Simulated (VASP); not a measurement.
Here is the system:

```
CELL_PARAMETERS angstrom
      3.59747     0.00000     0.00000
     -1.79874     3.11550     0.00000
      0.00000     0.00000     8.73189
ATOMIC_POSITIONS crystal
  Hg 0.24640 0.24640 0.50000
  Hg 0.75360 0.00000 0.83333
  Hg 0.00000 0.75360 0.16667
  O  0.53404 0.53404 0.00000
  O  0.46596 0.00000 0.33333
  O  0.00000 0.46596 0.66667
```

All values below come from PBEsol GGA, VASP's PBE PAW potentials (set 64) (plane waves; VASP). Run with 520 eV cut-off, Gaussian smearing of 0.050 eV, potentials Hg O.

Without a dispersion term in the relaxation, distances and binding between the weakly bound layers, chains or molecules are unreliable, and so is what depends on them. Unless said otherwise, spin-orbit coupling is left out, though it shifts the bands of the heavy elements here.

Q: Give the energies of bands 18 to 31 at the high-symmetry points, in eV from the valence-band maximum.

A: 
```
band      Γ      M      K      A      L      H
----  -----  -----  -----  -----  -----  -----
18    -4.78  -4.46  -4.60  -4.83  -4.71  -4.75
19    -3.50  -3.69  -2.87  -3.65  -3.51  -2.90
20    -3.50  -3.23  -2.84  -3.65  -2.97  -2.85
21    -2.23  -2.88  -2.79  -3.07  -2.83  -2.85
22    -2.13  -2.75  -2.79  -1.50  -2.42  -2.08
23    -1.67  -2.06  -2.09  -1.43  -1.87  -2.08
24    -1.67  -1.29  -2.09  -1.43  -1.52  -1.86
25    -0.47  -0.82  -1.02  -0.47  -1.14  -1.39
26    -0.14  -0.45  -0.58  -0.16  -0.53  -1.39
27    -0.14  -0.42  -0.58  -0.16  -0.29  -0.14
28     1.21   3.18   4.23   1.85   3.02   4.37
29     3.31   3.92   4.52   1.85   3.90   4.37
30     3.31   4.01   4.52   3.99   4.15   4.63
31     7.04   4.97   5.81   5.61   5.02   5.72
```

The gap is indirect, 1.20 eV, from the valence maximum at A-L at 0.33 to the conduction minimum at K-Γ at 0.89.

The structure comes from a computed database's HgO entry (P3_121); how it stands against other phases isn't given here. It was relaxed first.
